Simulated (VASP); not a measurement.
Here is a VASP 6.6.1 calculation.

INCAR

```
SYSTEM = CuB12
ALGO     = Normal         ! electronic algorithm
EDIFF    = 1E-6           ! SCF threshold, eV
ENCUT    = 520            ! plane-wave cutoff, eV
GGA      = PE             ! functional
ISIF     = 2              ! what is computed and relaxed
ISMEAR   = 0              ! smearing method
LASPH    = .True.         ! aspherical terms in the spheres
LCHARG   = .False.        ! write CHGCAR
LREAL    = .False.        ! projectors in reciprocal space
LWAVE    = .False.        ! write WAVECAR
NBANDS   = 36             ! bands
NELM     = 100            ! most SCF steps
PREC     = Accurate       ! precision mode
SIGMA    = 0.1            ! smearing width, eV
```

The input KPOINTS:

```
k-points
0
Gamma
  4 4 4
  0 0 0
```

File POSCAR:

```
CuB12
1.0
    4.9863190211      0.0000000000      0.0000000000
    0.0000000000      4.9863190211      0.0000000000
    0.0000000000      0.0000000000      4.9863190211
Cu B
1 12
Direct
    0.5000000000      0.5000000000      0.5000000000
    0.2759538743      0.0000000000      0.0000000000
    0.7240461257      0.0000000000      0.0000000000
    0.0000000000      0.2759538743      0.0000000000
    0.0000000000      0.7240461257      0.0000000000
    0.0000000000      0.0000000000      0.2759538743
    0.0000000000      0.0000000000      0.7240461257
    0.1486742283      0.5000000000      0.5000000000
    0.8513257717      0.5000000000      0.5000000000
    0.5000000000      0.1486742283      0.5000000000
    0.5000000000      0.8513257717      0.5000000000
    0.5000000000      0.5000000000      0.1486742283
    0.5000000000      0.5000000000      0.8513257717
```

Potentials or basis: VASP PAW PBE potentials, release 64 (Cu, B).

Command:

```bash
$ cat potpaw_PBE.64/Cu/POTCAR potpaw_PBE.64/B/POTCAR > POTCAR
$ mpirun -np 1 vasp_std > vasp.out
```

What does it give for the pressure?

0.1 GPa.

Estimate the largest force.

0.052 eV/Å.

Forces in eV/Å, atoms in the order of the input:
```
Cu   0.000  0.000  0.000
B   -0.002  0.000  0.000
B    0.002  0.000  0.000
B    0.000 -0.002  0.000
B    0.000  0.002  0.000
B    0.000  0.000 -0.002
B    0.000  0.000  0.002
B    0.052  0.000  0.000
B   -0.052  0.000  0.000
B    0.000  0.052  0.000
B    0.000 -0.052  0.000
B    0.000  0.000  0.052
B    0.000  0.000 -0.052
```
